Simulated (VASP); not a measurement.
Calculation: PBEsol GGA, VASP's PBE PAW potentials (set 64) (plane waves; VASP).

The input files of a VASP run:

File POSCAR:
```
SiO2
1
    2.4764094360    -4.2892670812     0.0000000000
    2.4764094360     4.2892670812     0.0000000000
    0.0000000000     0.0000000000     5.4444296036
Si O
3 6
Direct
  0.0000000000   0.4699249820   0.3333330000
  0.5300750180   0.5300750180   0.0000000000
  0.4699249820   0.0000000000   0.6666670000
  0.2672402983   0.4125802067   0.2145346247
  0.5874197933   0.8546600916   0.8812016247
  0.7327597017   0.1453399084   0.4521313753
  0.8546600916   0.5874197933   0.1187983753
  0.4125802067   0.2672402983   0.7854653753
  0.1453399084   0.7327597017   0.5478686247
```

KPOINTS:
```
Automatic mesh
0
Gamma
5 5 4
0 0 0
```

**INCAR**
```
SYSTEM = SiO2
PREC = Accurate; ENCUT = 620; LREAL = .False.
LASPH = .True.
EDIFF = 1E-6; NELM = 100; ALGO = Normal
ISMEAR = 0; SIGMA = 0.05
GGA = PS
IBRION = 2; NSW = 40; ISIF = 3
EDIFFG = -0.02
LWAVE = .False.; LCHARG = .False.
```

POTCAR, in this order: Si O (PBE.64 set). Program: vasp_std.

### Question
What will the output report for the number of irreducible k-points (NKPTS), largest plane-wave count, number of space-group operations, FFT grid (NGX, NGY, NGZ)?

### Answer

```
Item                                          Result
--------------------------------------  ------------
number of irreducible k-points (NKPTS)            17
largest plane-wave count                        4078
number of space-group operations                   6
FFT grid (NGX, NGY, NGZ)                40 × 40 × 48
```

The compound is SiO2 in the quartz structure. It was relaxed first.
